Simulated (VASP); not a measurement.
# AlCu: single point with LDA

AlCu:

```xyz
2
Lattice="2.9975 0.0000 0.0000 0.0000 2.9975 0.0000 0.0000 0.0000 2.9975" Properties=species:S:1:pos:R:3 pbc="T T T"
Al    0.0000    0.0000    0.0000
Cu    1.4988    1.4988    0.9988
```

The cell comes from a database or a generator and needn't be the stable form of this composition.

The cell isn't the ideal one: all Cu atoms moved -0.500 Å, as atom 2 along Cartesian [0 0 1].

```
Program                : VASP 6.6.1
Task                   : single point
Functional             : LDA
Potentials or basis    : VASP PAW LDA potentials, release 64 (Al, Cu)
Cutoff                 : 520 eV
k mesh                 : 16 × 16 × 16
Occupations            : gaussian, width 0.15 eV
Spin                   : no spin polarisation
Dipole correction      : no
Further INCAR settings : ALGO = Fast; EDIFF = 1e-06; NBANDS = 14
```

- Pressure: 2.3 GPa
- Largest force: 1.639 eV/Å
- Band gap on the k mesh: none (metal or under the smearing width)

Forces on the atoms (eV/Å):
```
Al   0.000  0.000 -1.639
Cu   0.000  0.000  1.639
```

Stress tensor (GPa, compression positive):
```
 4.97  0.00  0.00
 0.00  4.97  0.00
 0.00  0.00 -2.90
```

Levels at points of the mesh, in eV from the Fermi level:
| k point | band 4 | band 5 | band 6 | band 7 | band 8 | band 9 | band 10 | band 11 |
| --- | --- | --- | --- | --- | --- | --- | --- | --- |
| (0.00, 0.00, 0.00) | -4.19 | -4.01 | -4.01 | 3.89 | 3.89 | 4.29 | 6.38 | 6.65 |
| (0.50, 0.00, 0.00) | -4.65 | -4.36 | -3.97 | -3.34 | 7.46 | 7.88 | 8.10 | 8.66 |
| (0.00, 0.00, 0.50) | -4.40 | -4.40 | -4.14 | -3.13 | 7.12 | 7.12 | 7.72 | 9.58 |
| (0.50, 0.50, 0.00) | -4.57 | -3.71 | -3.30 | -3.30 | -0.99 | -0.13 | 10.61 | 11.64 |
| (0.00, 0.50, 0.50) | -4.31 | -3.68 | -3.65 | -3.14 | -0.75 | -0.14 | 10.33 | 11.60 |
| (0.50, 0.50, 0.50) | -3.69 | -3.61 | 0.07 | 0.07 | 1.07 | 1.33 | 3.05 | 3.14 |

It took 44 s on 1 thread of Intel(R) Xeon(R) 6975P-C (Granite Rapids), with other jobs on the host, peak memory 0.25 GiB.

Caveat: forces of over 1 eV/Å show positions far from the minimum, so gaps and moduli don't describe the material at rest.
